In zincblende CdSe the three highest valence levels meet at $\Gamma$, the centre of the Brillouin zone, and separate away from it. How far have they fallen at two points on the zone's surface, X and W?

VASP 6.6.1, PBE without spin polarisation or spin–orbit coupling, for zincblende CdSe at a fixed geometry, with the PAW potentials Cd_GW and Se_GW, a 500 eV cutoff, a 4×4×4 k mesh and Gaussian smearing of 0.02 eV. Levels are counted from the valence-band top, and points are given in fractions of the primitive reciprocal cell vectors.

| point a (reciprocal cell vector) | point b (reciprocal cell vector) | point c (reciprocal cell vector) | level under 3 (eV) | level under 2 (eV) | level under 1 (eV) |
| --- | --- | --- | --- | --- | --- |
| 0.0000 | 0.0000 | 0.0000 | 0.000 | 0.000 | 0.000 |
| 0.2500 | 0.0000 | 0.0000 | -2.601 | -0.381 | -0.381 |
| 0.5000 | 0.0000 | 0.0000 | -4.231 | -0.711 | -0.711 |
| 0.2500 | 0.2500 | 0.0000 | -2.519 | -0.980 | -0.980 |
| -0.2500 | 0.2500 | 0.0000 | -3.509 | -1.963 | -0.733 |
| 0.5000 | 0.5000 | 0.0000 | ? | ? | ? |
| -0.2500 | 0.5000 | 0.2500 | ? | ? | ? |

The columns "level under 1", "level under 2" and "level under 3" hold these levels from the top down, and "point a", "point b" and "point c" locate each row. The first row is $\Gamma$, the second lies halfway to L, the third is L, the fourth lies halfway to X, and the fifth lies on the line to K. The two rows with question marks are X, at (0.5, 0.5, 0), and W.

**(a) Why do the levels split into an equal pair and a single level on the way to X, and why does the single level fall faster?**

*Solution.* The three levels are, by standard assignment, mainly Se 4p. A chain of p orbitals shows the principle: when all of them point along the chain with the same sign, unlike lobes face each other and the energy is high. Reversing every second orbital makes the contacts bonding and lowers the energy. The analogy ends with the sideways orbitals, which would rise in a chain but fall here, where many neighbours sit obliquely.

At X, successive Se planes have opposite sign. An orbital pointing across the planes has eight oblique Se neighbours, all in adjacent planes, so all eight contacts turn bonding. The two orbitals lying in the planes are equivalent by symmetry, hence the equal pair. Each also has eight oblique neighbours, but only four of these contacts change. This count makes the single level fall twice as far as the pair; halfway to X the table gives $2.519/0.980\approx2.6$. The count leaves out contacts that are purely sideways, and also the coupling to Cd, the nearest neighbour of Se. On this line only the orbital pointing across the planes can mix with the empty Cd 5s orbital, which lies higher and pushes it down. This push also helps the single level to fall faster, and part (b) returns to it. The still higher Cd 5p orbitals can push the pair down too, so the table alone does not show how much each contact contributes.

**(b) Predict the three levels at X and at W.**

*Solution.* For X, the L line shows how a fall grows between halfway and the zone boundary. A plain cosine would double it, but the pair's fall grows only by $0.711/0.381\approx1.87$. Carried over to the X line, this puts the pair at $-0.980\times1.87\approx-1.83$ eV.

The single level's fall grows only by a factor of 1.63 on the L line. Theory offers a reason: this level is pushed down by the empty Cd 5s orbital, and such a push follows the square of the coupling only while it is weak. That square doubles between halfway and the boundary on both lines, but a strong push grows by less. So the factor is carried over to the X line too. The forecast for X is therefore a pair at $-1.83\pm0.2$ eV and a single level at $-4.10\pm0.4$ eV. These ranges, like those below, are judgements.

For W, coupling between neighbouring Se atoms makes the total of the three levels linear in a sum of cosine products, which is equal at X and W. A straight line fitted to the totals of the five known rows gives $-8.05\pm0.5$ eV. One p orbital should have the same energy at W as the pair at X, whether Se couples to Se or to Cd, hence $-1.83\pm0.4$ eV.

The other two orbitals would be equal, at $-3.11$ eV, if only the Se lattice mattered. Cd separates them: one combination meets Cd 5s and is pushed down strongly, the other misses it and meets the higher Cd 5p instead. At most this reproduces the pattern at X. Midway between the two limits lie $-2.47\pm0.65$ and $-3.75\pm0.65$ eV, so three different levels are forecast.

**(c) Compare the forecasts with the calculation and explain the misses.**

The withheld rows as computed:

| point a (reciprocal cell vector) | point b (reciprocal cell vector) | point c (reciprocal cell vector) | level under 3 (eV) | level under 2 (eV) | level under 1 (eV) |
| --- | --- | --- | --- | --- | --- |
| 0.5000 | 0.5000 | 0.0000 | -3.962 | -1.760 | -1.760 |
| -0.2500 | 0.5000 | 0.2500 | -3.862 | -2.131 | -2.094 |

*Solution.* At X both forecasts hold, each slightly too deep: by 0.07 eV for the pair and 0.14 eV for the single level. The plain cosine would have put the single level at $-5.04$ eV, more than 1 eV too low. The slower growth seen towards L thus occurs towards X as well.

At W all three levels fall within their ranges, but their spacing was misjudged. The upper two lie only 0.04 eV apart, where the forecast had 0.64 eV. The second and third are 1.73 eV apart, less than the 2.20 eV at X. A near pair above a single level is the pattern expected in the limit of strong Cd coupling, though the separation is smaller than that limit would give. In the rocksalt structure, where each Se is a centre of inversion, symmetry would keep two of the three levels at W equal.

The top level at W lies 0.33 eV below that at X, although both simple pictures make them equal. The total at W agrees with the fitted line, but partly by chance: the line misses its own five rows by 0.29 eV (rms), and at X it is 0.57 eV too deep. L and the point towards K had already shown this weakness: their cosine sums are equal, but their totals differ by 0.55 eV. Coupling over longer distances is a possible cause. Another is the push from Cd, which follows the cosine sum only while it is weak. Neither is tested here.

These are PBE levels without spin–orbit coupling, which in reality splits the threefold level at $\Gamma$ by roughly 0.4 eV. The near coincidence of the upper two levels at W is much finer than that and should not be read as a property of real CdSe. PBE also makes the gap of CdSe much too small, which places the empty Cd levels too close and may make their push too strong. The fit and every miss are in the printed output below.

Printed output of the fit:

```
Position in the zone (units of 2 pi/a) and sum of cosine products:
    row     kx    ky    kz  cosine_sum
    0.0      0     0     0           3
   0.25  -0.25  0.25  0.25         1.5
    0.5   -0.5   0.5   0.5   1.125e-32
   0.25      0     0   0.5           1
  -0.25    0.5  -0.5     0   1.225e-16
    0.5      0     0     1          -1
  -0.25      1  -0.5     0          -1
Fall of the pair at L over its fall halfway (ratio): 1.866
Fall of the single level at L over its fall halfway (ratio): 1.627
Total of three levels at L less total at the point towards K (eV): 0.552
fit of total on 5 rows: constant -6.095 +/- 0.23, coefficient of star 1.959 +/- 0.15; rms 0.288, worst 0.5 -0.442, leave-one-out rms 0.604
  rows outside the fit (model, value, miss): 0.5 -8.054, -7.482, -0.572; -0.25 -8.054, -8.087, 0.0329
Forecast for the pair at X and for the top level at W (eV): -1.829
Forecast for the single level at X (eV): -4.098
Plain cosine rival for the pair at X (eV): -1.96
Plain cosine rival for the single level at X (eV): -5.038
Second and third level at W if Cd did not split them (eV): -3.113
Forecast for the second level at W (eV): -2.471
Forecast for the third level at W (eV): -3.755
Computed top level at X (eV): -1.76
Computed second level at X (eV): -1.76
Computed third level at X (eV): -3.962
Miss for the pair at X, forecast less computed top level (eV): -0.06882
Miss for the single level at X, forecast less computed (eV): -0.1356
Computed top level at W (eV): -2.094
Computed second level at W (eV): -2.131
Computed third level at W (eV): -3.862
Miss for the top level at W, forecast less computed (eV): 0.2652
Miss for the second level at W, forecast less computed (eV): -0.3397
Miss for the third level at W, forecast less computed (eV): 0.1074
Computed gap between second and third level at W (eV): 1.731
Computed gap between second and third level at X (eV): 2.202
```
